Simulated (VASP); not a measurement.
Here is the system:

```xyz
1
Lattice="-2.0762 2.0762 2.0762 2.0762 -2.0762 2.0762 2.0762 2.0762 -2.0762" Properties=species:S:1:pos:R:3 pbc="T T T"
Na     0.0000     0.0000     0.0000
```

These are optB88-vdW, VASP's PBE PAW potentials (set 64) (plane waves; VASP) values and carry that method's errors. Settings: 520 eV cut-off, 11×11×11 Γ-centred mesh, first-order Methfessel-Paxton smearing of 0.10 eV, potentials Na_pv.

Question: Predict the energy per atom (σ→0), band gap (on the k-mesh) with the smallest direct gap where there is one.

Answer: 
- band gap (on the k-mesh) = none (metal, semimetal or under 0.01 eV)
- energy per atom (σ→0) = 0.916 eV/atom

Only differences to runs with the same potentials and settings are physical.

The compound is Na in the bcc structure. It was relaxed first, which changed the volume by -7 %. The start is the result of an earlier pass.
